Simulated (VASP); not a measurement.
```
Co
1.0
   -2.20667     2.20667     1.17453
    2.20667    -2.20667     1.17453
    2.20667     2.20667    -1.17453
Co
2
Direct
  0.75000   0.25000   0.50000
  0.00000   0.00000   0.00000
```
Starting moments (μB, in the order of the record's atoms Co Co): 1.7 1.7.

Level of theory: PBEsol GGA, VASP's PBE PAW potentials (set 64) (plane waves; VASP). Settings: 400 eV cut-off, Gaussian smearing of 0.050 eV, potentials Co.

Problem. What does the run give for the cell moment, band gap (along the path) with the smallest direct gap where there is one?

Solution. 
- band gap (along the path): none (metal, semimetal or under 0.01 eV)
- cell moment: 3.47 μB

Total energies compare only between runs with the same potentials, cut-off and functional.

The structure was generated: Co was put into the beta-Sn type (I4_1/amd), which need not be its known phase. It was relaxed first.
